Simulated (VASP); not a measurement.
A convergence study with VASP on GaSb (zinc blende): one setting is varied, all else stays as given below, so the limit is that of these other settings.

```
CELL_PARAMETERS angstrom
      0.00000     3.05000     3.05000
      3.05000     0.00000     3.05000
      3.05000     3.05000     0.00000
ATOMIC_POSITIONS crystal
  Ga 0.00000 0.00000 0.00000
  Sb 0.25000 0.25000 0.25000
```

These are LDA (Ceperley-Alder, Perdew-Zunger), VASP's LDA PAW potentials (set 64) (plane waves; VASP) values and carry that method's errors. The tightest run used: 550 eV cut-off, 12×12×12 Monkhorst-Pack mesh, Gaussian smearing of 0.050 eV, potentials Ga_d Sb.

```tsv
setting	E (eV/atom)	pressure (GPa)	irreducible k-points
1×1×1 mesh	4.2823	72.45	1
2×2×2 mesh	-4.2422	-0.97	2
3×3×3 mesh	-4.0199	1.19	4
4×4×4 mesh	-4.3320	-1.18	10
5×5×5 mesh	-4.2952	-0.88	10
6×6×6 mesh	-4.3349	-1.17	28
```

Task: These are the cheaper rows. Estimate the results at 12×12×12 mesh, and how far the last row shown lies from them.

Result: 
| quantity | tightest run | last row shown is off by |
|---|---|---|
| E (eV/atom) | -4.3352 | 0.0003 |
| pressure (GPa) | -1.16 | -0.01 |

Left out are rungs that failed or repeat a setting and relaxations that didn't move; long series are thinned to 24 rows.

The compound is GaSb in the zinc blende structure. The cell was not relaxed at this level.
